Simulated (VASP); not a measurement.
Runs of VASP 6.6.1 on NaCl. The structure is cubic, space group Fm-3m (No. 225). Conventional cell: a = 5.610 Å, b = 5.610 Å, c = 5.610 Å, α = 90.00°, β = 90.00°, γ = 90.00°. Around Na (site symmetry m-3m) lie 6 Cl at 2.81 Å. Cl (site symmetry m-3m) has 6 Na at 2.81 Å as nearest neighbours. 

| task | cell | gap on the mesh (eV) | pressure (GPa) |
| --- | --- | --- | --- |
| relaxation of the atoms | atoms relaxed from: a relaxed cell with its volume scaled by 0.94 | 5.24 | 1.8 |
| relaxation of the atoms | atoms relaxed from: a relaxed cell with its volume scaled by 0.96 | (b) | 1.1 |
| relaxation of cell and atoms | relaxed | 5.00 | 0.0 |
| relaxation of the atoms | atoms relaxed from: a relaxed cell with its volume scaled by 1.04 | (a) | -1.0 |
| relaxation of the atoms | atoms relaxed from: a relaxed cell with its volume scaled by 1.06 | 4.79 | -1.3 |
| relaxation of the atoms | atoms relaxed | 5.00 | 0.0 |
| relaxation of the atoms | atoms relaxed from: a relaxed cell with its volume scaled by 0.98 | 5.07 | 0.5 |

Alike in all rows: level PBEsol; potentials or basis VASP PAW PBE potentials, release 64 (Na_pv, Cl); no spin polarisation; k mesh 8 × 8 × 8; cutoff (eV) 600; smearing gaussian 0.03 eV.

Question: Estimate the missing entries.

Answer: (a) 4.85; (b) 5.15.

Caveats: the PAW data sets were made with another functional, which shifts forces and pressure a little; the relaxation stopped at its first step, so nothing moved (some runs).

A k mesh can miss the band edges.

Runs at the PBE level aren't shown here.
